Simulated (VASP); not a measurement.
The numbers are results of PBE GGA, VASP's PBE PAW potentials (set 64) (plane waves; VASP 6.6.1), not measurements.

A VASP calculation is set up with these files.

**KPOINTS**
```
Automatic
0
G
7 7 7
0 0 0
```

### POSCAR
```
MnSi
1.0
  4.4521547189   0.0000000000   0.0000000000
  0.0000000000   4.4521547189   0.0000000000
  0.0000000000   0.0000000000   4.4521547189
Mn Si
4 4
Cart
  3.8393031006   2.8389289777   1.6132257412
  1.6132257412   3.8393031006   2.8389289777
  0.6128516183   0.6128516183   0.6128516183
  2.8389289777   1.6132257412   3.8393031006
  0.6873557157   1.5387216437   2.9134330752
  2.9134330752   0.6873557157   1.5387216437
  3.7647990032   3.7647990032   3.7647990032
  1.5387216437   2.9134330752   0.6873557157
```

INCAR:
```
IBRION = 2   # conjugate gradients
LREAL = .False.
ALGO = Normal
ISIF = 3   # ions, shape and volume
LMAXMIX = 4
ISMEAR = 1   # Methfessel-Paxton
LCHARG = .False.
EDIFFG = -0.02
SYSTEM = MnSi
NELM = 100
MAGMOM = 4*1.1 4*-0.0
EDIFF = 1E-6   # SCF stop (eV)
PSTRESS = 200   # kbar
ISPIN = 2   # spin-polarised
SIGMA = 0.1   # width (eV)
ENCUT = 500
LASPH = .True.
LORBIT = 10
GGA = PE
NSW = 40
PREC = Accurate
LWAVE = .False.
```

POTCAR, in this order: Mn_pv Si (PBE.64 set). Program: vasp_std.

Output of the run:

**OSZICAR**
```
       N       E                     dE             d eps       ncg     rms          rms(c)
DAV:   1     0.799159827670E+03    0.79916E+03   -0.35737E+04  4048   0.188E+03
DAV:   2    -0.133980350728E+01   -0.80050E+03   -0.77746E+03  4032   0.558E+02
DAV:   3    -0.680978286417E+02   -0.66758E+02   -0.64361E+02  4798   0.163E+02
DAV:   4    -0.701110976363E+02   -0.20133E+01   -0.19909E+01  4864   0.282E+01
DAV:   5    -0.701498580420E+02   -0.38760E-01   -0.38685E-01  4784   0.435E+00    0.370E+01
DAV:   6    -0.708518608536E+02   -0.70200E+00   -0.20859E+02  5040   0.986E+01    0.284E+01
DAV:   7    -0.613626707373E+02    0.94892E+01   -0.75967E+01  4486   0.615E+01    0.889E+00
DAV:   8    -0.613374270358E+02    0.25244E-01   -0.31106E+00  4248   0.889E+00    0.291E+00
DAV:   9    -0.612986127220E+02    0.38814E-01   -0.28776E-01  5002   0.346E+00    0.136E+00
DAV:  10    -0.613037585640E+02   -0.51458E-02   -0.22752E-02  5164   0.943E-01    0.736E-01
DAV:  11    -0.613056391499E+02   -0.18806E-02   -0.15389E-02  5134   0.643E-01    0.217E-01
DAV:  12    -0.613057143326E+02   -0.75183E-04   -0.11300E-03  4572   0.241E-01    0.127E-01
DAV:  13    -0.613057447457E+02   -0.30413E-04   -0.75344E-05  4732   0.722E-02    0.585E-02
DAV:  14    -0.613057508097E+02   -0.60639E-05   -0.15392E-05  4410   0.251E-02    0.248E-02
DAV:  15    -0.613057504359E+02    0.37378E-06   -0.18536E-06  2358   0.115E-02
   1 F= -.50289592E+02 E0= -.50289265E+02  d E =-.502896E+02  mag=     3.8812
       N       E                     dE             d eps       ncg     rms          rms(c)
DAV:   1    -0.746743269531E+02   -0.13369E+02   -0.22652E+02  4096   0.141E+02    0.426E+01
DAV:   2    -0.691985498873E+02    0.54758E+01   -0.24395E+02  4316   0.117E+02    0.288E+01
DAV:   3    -0.603496731547E+02    0.88489E+01   -0.70399E+01  4186   0.632E+01    0.752E+00
DAV:   4    -0.601491491326E+02    0.20052E+00   -0.29309E+00  4146   0.992E+00    0.433E+00
DAV:   5    -0.600458969357E+02    0.10325E+00   -0.26068E-01  4750   0.373E+00    0.273E+00
DAV:   6    -0.600125189997E+02    0.33378E-01   -0.49783E-02  4708   0.127E+00    0.923E-01
DAV:   7    -0.600118684721E+02    0.65053E-03   -0.48890E-03  4618   0.425E-01    0.410E-01
DAV:   8    -0.600115306081E+02    0.33786E-03   -0.23807E-03  4676   0.356E-01    0.724E-02
DAV:   9    -0.600115526280E+02   -0.22020E-04   -0.13332E-04  4544   0.783E-02    0.616E-02
DAV:  10    -0.600115507734E+02    0.18546E-05   -0.57939E-06  4064   0.180E-02    0.468E-02
DAV:  11    -0.600115484768E+02    0.22966E-05   -0.15826E-05  4030   0.214E-02    0.858E-03
DAV:  12    -0.600115489948E+02   -0.51799E-06   -0.13618E-06  2182   0.941E-03
   2 F= -.50063329E+02 E0= -.50063401E+02  d E =0.226264E+00  mag=     2.2473
       N       E                     dE             d eps       ncg     rms          rms(c)
DAV:   1    -0.681413464506E+02   -0.81298E+01   -0.10031E+02  4118   0.999E+01    0.262E+01
DAV:   2    -0.698107197589E+02   -0.16694E+01   -0.18217E+02  4770   0.952E+01    0.263E+01
DAV:   3    -0.610610535021E+02    0.87497E+01   -0.45360E+01  4696   0.467E+01    0.403E+00
DAV:   4    -0.610393700800E+02    0.21683E-01   -0.17284E+00  4708   0.668E+00    0.316E+00
DAV:   5    -0.610134882372E+02    0.25882E-01   -0.15340E-01  4438   0.262E+00    0.118E+00
DAV:   6    -0.610152494077E+02   -0.17612E-02   -0.19072E-02  5240   0.850E-01    0.520E-01
DAV:   7    -0.610171443664E+02   -0.18950E-02   -0.17910E-02  5054   0.739E-01    0.224E-01
DAV:   8    -0.610171640447E+02   -0.19678E-04   -0.12338E-03  4666   0.257E-01    0.120E-01
DAV:   9    -0.610172032723E+02   -0.39228E-04   -0.95359E-05  5162   0.695E-02    0.483E-02
DAV:  10    -0.610172086156E+02   -0.53433E-05   -0.14022E-05  4538   0.224E-02    0.234E-02
DAV:  11    -0.610172075712E+02    0.10444E-05   -0.37607E-06  3252   0.148E-02    0.123E-02
DAV:  12    -0.610172070386E+02    0.53259E-06   -0.33237E-06  3150   0.111E-02
   3 F= -.50393637E+02 E0= -.50392891E+02  d E =-.104044E+00  mag=     3.4839
       N       E                     dE             d eps       ncg     rms          rms(c)
DAV:   1    -0.610084705512E+02    0.87370E-02   -0.21663E-02  4122   0.141E+00    0.380E-01
DAV:   2    -0.610083983801E+02    0.72171E-04   -0.29744E-02  4520   0.126E+00    0.336E-01
DAV:   3    -0.610070349710E+02    0.13634E-02   -0.75451E-03  4524   0.652E-01    0.459E-02
DAV:   4    -0.610070311147E+02    0.38563E-05   -0.29030E-04  4342   0.740E-02    0.351E-02
DAV:   5    -0.610070223605E+02    0.87542E-05   -0.25817E-05  4498   0.397E-02    0.114E-02
DAV:   6    -0.610070219496E+02    0.41087E-06   -0.15420E-06  2388   0.711E-03
   4 F= -.50393742E+02 E0= -.50393011E+02  d E =-.104150E+00  mag=     3.4737
       N       E                     dE             d eps       ncg     rms          rms(c)
DAV:   1    -0.609999213216E+02    0.71010E-02   -0.12893E-02  4114   0.109E+00    0.295E-01
DAV:   2    -0.609998795388E+02    0.41783E-04   -0.17923E-02  4516   0.982E-01    0.262E-01
DAV:   3    -0.609990566823E+02    0.82286E-03   -0.45468E-03  4516   0.506E-01    0.358E-02
DAV:   4    -0.609990542986E+02    0.23837E-05   -0.17522E-04  4350   0.575E-02    0.271E-02
DAV:   5    -0.609990490776E+02    0.52210E-05   -0.15811E-05  4298   0.310E-02    0.878E-03
DAV:   6    -0.609990488655E+02    0.21210E-06   -0.91610E-07  2132   0.572E-03
   5 F= -.50393725E+02 E0= -.50393005E+02  d E =-.104132E+00  mag=     3.4655
       N       E                     dE             d eps       ncg     rms          rms(c)
DAV:   1    -0.609683840069E+02    0.30665E-01   -0.12806E+00  5288   0.259E+01    0.496E-01
DAV:   2    -0.609929285239E+02   -0.24545E-01   -0.24987E-01  4072   0.338E+00    0.247E-01
DAV:   3    -0.609934404841E+02   -0.51196E-03   -0.67416E-03  4964   0.651E-01    0.150E-01
DAV:   4    -0.609933746666E+02    0.65818E-04   -0.43698E-04  5084   0.162E-01    0.104E-01
DAV:   5    -0.609933127913E+02    0.61875E-04   -0.16487E-04  5214   0.162E-01    0.422E-02
DAV:   6    -0.609933087799E+02    0.40114E-05   -0.49825E-05  4856   0.618E-02    0.125E-02
DAV:   7    -0.609933090709E+02   -0.29093E-06   -0.32362E-06  3414   0.188E-02
   6 F= -.50396760E+02 E0= -.50396110E+02  d E =-.303578E-02  mag=     3.4485
       N       E                     dE             d eps       ncg     rms          rms(c)
DAV:   1    -0.609904864393E+02    0.28223E-02   -0.56059E-02  5280   0.541E+00    0.102E-01
DAV:   2    -0.609915647765E+02   -0.10783E-02   -0.10912E-02  4072   0.709E-01    0.515E-02
DAV:   3    -0.609915871809E+02   -0.22404E-04   -0.28816E-04  5118   0.130E-01    0.309E-02
DAV:   4    -0.609915829836E+02    0.41973E-05   -0.16277E-05  4346   0.334E-02    0.204E-02
DAV:   5    -0.609915798996E+02    0.30840E-05   -0.48351E-06  3702   0.321E-02    0.604E-03
DAV:   6    -0.609915799700E+02   -0.70426E-07   -0.13478E-06  2308   0.101E-02
   7 F= -.50396866E+02 E0= -.50396230E+02  d E =-.314185E-02  mag=     3.4448
```

**OUTCAR**
```
------------------------ aborting loop because EDIFF is reached ----------------------------------------
  FORCE on cell =-STRESS in cart. coord.  units (eV):
  Direction    XX          YY          ZZ          XY          YZ          ZX
  --------------------------------------------------------------------------------------
  Total       10.6940842     10.6940842     10.6940842     -0.0000000     -0.0000000      0.0000000
  in kB      201.8758544    201.8758544    201.8758544     -0.0000000     -0.0000000      0.0000000
  external PRESSURE =       1.8758544 kB  Pullay stress =     200.0000000 kB
  volume of cell :       84.87
      direct lattice vectors                 reciprocal lattice vectors
     4.394639633  0.000000000 -0.000000000     0.227549943  0.000000000 -0.000000000
    -0.000000000  4.394639633  0.000000000    -0.000000000  0.227549943  0.000000000
     0.000000000 -0.000000000  4.394639633     0.000000000 -0.000000000  0.227549943
 POSITION                                       TOTAL-FORCE (eV/Angst)
 -----------------------------------------------------------------------------------
      3.78470      2.80725      1.58738         0.000099     -0.000099      0.000099
      1.58738      3.78470      2.80725         0.000099      0.000099     -0.000099
      0.60993      0.60993      0.60993        -0.000099     -0.000099     -0.000099
      2.80725      1.58738      3.78470        -0.000099      0.000099      0.000099
      0.67642      1.52090      2.87374        -0.009963      0.009963     -0.009963
      2.87374      0.67642      1.52090        -0.009963     -0.009963      0.009963
      3.71822      3.71822      3.71822         0.009963      0.009963      0.009963
      1.52090      2.87374      0.67642         0.009963     -0.009963     -0.009963
 -----------------------------------------------------------------------------------
    total drift:                               -0.000001     -0.000002      0.000000
  FREE ENERGIE OF THE ION-ELECTRON SYSTEM (eV)
  ---------------------------------------------------
  free  energy   TOTEN  =       -60.9915799700 eV

  energy  without entropy=      -60.9896701319  energy(sigma->0) =      -60.99094336
  enthalpy is  TOTEN    =       -50.3968664601 eV   P V=       10.5947135099

 total charge

# of ion       s       p       d       tot
------------------------------------------
    1        0.363   6.445   5.381  12.190
    2        0.363   6.445   5.381  12.190
    3        0.363   6.445   5.381  12.190
    4        0.363   6.445   5.381  12.190
    5        0.747   0.961   0.000   1.708
    6        0.747   0.961   0.000   1.708
    7        0.747   0.961   0.000   1.708
    8        0.747   0.961   0.000   1.708
--------------------------------------------------
tot          4.441  29.626  21.525  55.592

 magnetization (x)

# of ion       s       p       d       tot
------------------------------------------
    1        0.001   0.006   0.895   0.902
    2        0.001   0.006   0.895   0.902
    3        0.001   0.006   0.895   0.902
    4        0.001   0.006   0.895   0.902
    5       -0.011  -0.028   0.000  -0.038
    6       -0.011  -0.028   0.000  -0.038
    7       -0.011  -0.028   0.000  -0.038
    8       -0.011  -0.028   0.000  -0.038
--------------------------------------------------
tot         -0.040  -0.085   3.581   3.456

 reached required accuracy - stopping structural energy minimisation
```
(Selected blocks of OUTCAR.)

CONTCAR:
```
MnSi
   1.00000000000000
     4.3946396330658075    0.0000000000000000   -0.0000000000000000
    -0.0000000000000000    4.3946396330658084    0.0000000000000000
     0.0000000000000000   -0.0000000000000000    4.3946396330658084
  Mn              Si
     4     4
Direct
     0.8612093391432106    0.6387906608567894    0.3612093391432106
     0.3612093391432106    0.8612093391432106    0.6387906608567894
     0.1387906608567894    0.1387906608567894    0.1387906608567894
     0.6387906608567894    0.3612093391432106    0.8612093391432106
     0.1539203011974440    0.3460796988025560    0.6539203011974439
     0.6539203011974439    0.1539203011974440    0.3460796988025560
     0.8460796988025561    0.8460796988025561    0.8460796988025561
     0.3460796988025560    0.6539203011974439    0.1539203011974440
```

**OUTCAR**
```
 val. band max:       12.2973443282   @ k =   0.4286   0.2857   0.2857

 cond. band min:      12.3080106180   @ k =   0.4286   0.4286   0.4286


 Fermi energy:        12.2974458382

 spin component 1

 k-point     1 :       0.0000    0.0000    0.0000
  band No.  band energies     occupation
      1     -36.0285      1.00000
      2     -36.0285      1.00000
      3     -36.0285      1.00000
      4     -35.9292      1.00000
      5     -35.9292      1.00000
      6     -35.9292      1.00000
      7     -35.9289      1.00000
      8     -35.9289      1.00000
      9     -35.8247      1.00000
     10     -35.8247      1.00000
     11     -35.8247      1.00000
     12     -35.7492      1.00000
     13      -1.1714      1.00000
     14       4.1529      1.00000
     15       4.1529      1.00000
     16       4.1529      1.00000
     17       7.1310      1.00000
     18       7.1310      1.00000
     19       7.1310      1.00000
     20       8.5221      1.00000
     21       8.5221      1.00000
     22       8.5221      1.00000
     23       9.1449      1.00000
     24       9.3960      1.00000
     25       9.3960      1.00000
     26       9.6953      1.00000
     27       9.6953      1.00000
     28       9.6953      1.00000
     29      10.2817      1.00000
     30      10.2817      1.00000
     31      10.2817      1.00000
     32      12.0456      1.00107
     33      12.0456      1.00107
     34      12.0456      1.00107
     35      12.1299      1.01964
     36      12.1299      1.01964
     37      13.3280     -0.00000
     38      13.3280     -0.00000
     39      13.3280     -0.00000
     40      15.8179      0.00000
     41      15.8179      0.00000
     42      15.8179      0.00000

 k-point     2 :       0.1429    0.0000    0.0000
  band No.  band energies     occupation
      1     -36.0458      1.00000
      2     -36.0335      1.00000
      3     -36.0068      1.00000
      4     -35.9436      1.00000
...
```

Energy and stress use the plane-wave basis of the starting cell. The moments were started parallel, and other spin orders were not tried in this run.

The compound is MnSi in the B20 structure. This run relaxes it under an external pressure of 20 GPa. Symmetry was kept, so distortions that lower it aren't found.
